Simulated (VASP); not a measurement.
Output of a VASP run:

### OSZICAR
```
       N       E                     dE             d eps       ncg     rms          rms(c)
DAV:   1     0.390326984585E+03    0.39033E+03   -0.21543E+04  4272   0.181E+03
DAV:   2     0.138844512754E+02   -0.37644E+03   -0.37120E+03  4069   0.484E+02
DAV:   3    -0.205624101616E+02   -0.34447E+02   -0.33817E+02  5848   0.134E+02
DAV:   4    -0.216293947993E+02   -0.10670E+01   -0.10662E+01  4671   0.223E+01
DAV:   5    -0.216531831299E+02   -0.23788E-01   -0.23784E-01  5122   0.388E+00    0.166E+01
DAV:   6    -0.196341550824E+02    0.20190E+01   -0.27568E+01  5288   0.492E+01    0.154E+01
DAV:   7    -0.195338342679E+02    0.10032E+00   -0.26792E+00  4878   0.194E+01    0.868E+00
DAV:   8    -0.195613047685E+02   -0.27471E-01   -0.34914E-01  5461   0.512E+00    0.421E+00
DAV:   9    -0.195499357719E+02    0.11369E-01   -0.62387E-02  5466   0.249E+00    0.360E-01
DAV:  10    -0.195521683151E+02   -0.22325E-02   -0.11987E-02  5039   0.674E-01    0.198E-01
DAV:  11    -0.195523073961E+02   -0.13908E-03   -0.70176E-04  4659   0.236E-01    0.115E-01
DAV:  12    -0.195523747763E+02   -0.67380E-04   -0.28657E-04  5018   0.902E-02    0.832E-02
DAV:  13    -0.195524067069E+02   -0.31931E-04   -0.25665E-05  4510   0.461E-02    0.441E-02
DAV:  14    -0.195524210941E+02   -0.14387E-04   -0.21609E-05  4468   0.360E-02    0.153E-02
DAV:  15    -0.195524216423E+02   -0.54824E-06   -0.13074E-06  4865   0.107E-02    0.371E-03
DAV:  16    -0.195524215813E+02    0.61039E-07   -0.14574E-07  3186   0.350E-03
   1 F= -.19552422E+02 E0= -.19552422E+02  d E =-.195524E+02  mag=     0.0000
       N       E                     dE             d eps       ncg     rms          rms(c)
DAV:   1    -0.195528171558E+02   -0.39551E-03   -0.15444E-02  4174   0.104E+00    0.141E-01
DAV:   2    -0.195526096042E+02    0.20755E-03   -0.38374E-04  4614   0.201E-01    0.814E-02
DAV:   3    -0.195525452605E+02    0.64344E-04   -0.74733E-05  5563   0.928E-02    0.436E-02
DAV:   4    -0.195525359370E+02    0.93235E-05   -0.21864E-05  5368   0.374E-02    0.117E-02
DAV:   5    -0.195525358915E+02    0.45517E-07   -0.98084E-07  3800   0.972E-03
   2 F= -.19552536E+02 E0= -.19552536E+02  d E =-.114310E-03  mag=    -0.0000
```

### OUTCAR
```
------------------------ aborting loop because EDIFF is reached ----------------------------------------
  FORCE on cell =-STRESS in cart. coord.  units (eV):
  Direction    XX          YY          ZZ          XY          YZ          ZX
  --------------------------------------------------------------------------------------
  Total       -0.9765913     -0.9765913     -0.9765913     -0.0293418     -0.0293418     -0.0293418
  in kB      -23.4378972    -23.4378972    -23.4378972     -0.7041933     -0.7041933     -0.7041933
  external PRESSURE =     -23.4378972 kB  Pullay stress =       0.0000000 kB
  volume of cell :       66.76
      direct lattice vectors                 reciprocal lattice vectors
     5.098288045  2.536332741  2.536332741     0.292990981 -0.097335891 -0.097335891
     2.536332741  5.098288045  2.536332741    -0.097335891  0.292990981 -0.097335891
     2.536332741  2.536332741  5.098288045    -0.097335891 -0.097335891  0.292990981
 POSITION                                       TOTAL-FORCE (eV/Angst)
 -----------------------------------------------------------------------------------
      5.09829      2.53633      2.53633         0.000000      0.000000      0.000000
      5.08548      5.08548      5.08548         0.000000      0.000000     -0.000000
      2.54274      2.54274      2.54274        -0.000000     -0.000000      0.000000
      7.62822      7.62822      7.62822        -0.000000     -0.000000     -0.000000
 -----------------------------------------------------------------------------------
    total drift:                                0.000000      0.000000      0.000000
  FREE ENERGIE OF THE ION-ELECTRON SYSTEM (eV)
  ---------------------------------------------------
  free  energy   TOTEN  =       -19.5525358915 eV

  energy  without entropy=      -19.5525358915  energy(sigma->0) =      -19.55253589

 total charge

# of ion       s       p       d       tot
------------------------------------------
    1        0.223   6.178   4.980  11.381
    2        0.223   6.178   4.980  11.381
    3        1.325   2.411   0.000   3.736
    4        1.325   2.411   0.000   3.736
--------------------------------------------------
tot          3.096  17.178   9.961  30.235

 magnetization (x)

# of ion       s       p       d       tot
------------------------------------------
    1        0.014   0.015   4.078   4.107
    2       -0.014  -0.015  -4.078  -4.107
    3        0.000   0.000   0.000   0.000
    4        0.000   0.000   0.000   0.000
--------------------------------------------------
tot          0.000   0.000   0.000   0.000

 reached required accuracy - stopping structural energy minimisation
```
(Selected blocks of OUTCAR.)

File POSCAR:
```
MnS
1
    5.1009685724     2.5403656399     2.5403656399
    2.5403656399     5.1009685724     2.5403656399
    2.5403656399     2.5403656399     5.1009685724
Mn S
2 2
Direct
  0.0000000000   0.0000000000   0.0000000000
  0.5000000000   0.5000000000   0.5000000000
  0.2500000000   0.2500000000   0.2500000000
  0.7500000000   0.7500000000   0.7500000000
```

### Question
Reconstruct the remaining input files.

### Answer
Several could match; the one computed here: the input of the run itself, vdW-DF-cx, plane waves, VASP's PBE PAW potentials (set 64).

### INCAR
```
! general
SYSTEM   = MnS
PREC     = Accurate
ENCUT    = 520
LREAL    = .FALSE.
LASPH    = .TRUE.

! electronic loop
EDIFF    = 1E-7
NELM     = 100
ALGO     = Normal
LMAXMIX  = 4

! smearing
ISMEAR   = 0
SIGMA    = 0.05

! functional
GGA      = CX
LUSE_VDW = .TRUE.
AGGAC    = 0.0

! spin
ISPIN    = 2
MAGMOM   = 4.1 -4.1 0.0 0.0

! ions
IBRION   = 2
NSW      = 30
ISIF     = 4
EDIFFG   = -0.01

! output
LWAVE    = .FALSE.
LCHARG   = .FALSE.
LORBIT   = 10
```

### KPOINTS
```
Automatic mesh
0
Gamma
7 7 7
0 0 0
```

POTCAR, in this order: Mn_pv S (PBE.64 set). Program: vasp_std.

The compound is MnS in the rock salt, AFM-II order structure. This cell is one point of a volume scan, at 1.03 of the reference volume. Symmetry was kept, so distortions that lower it aren't found.
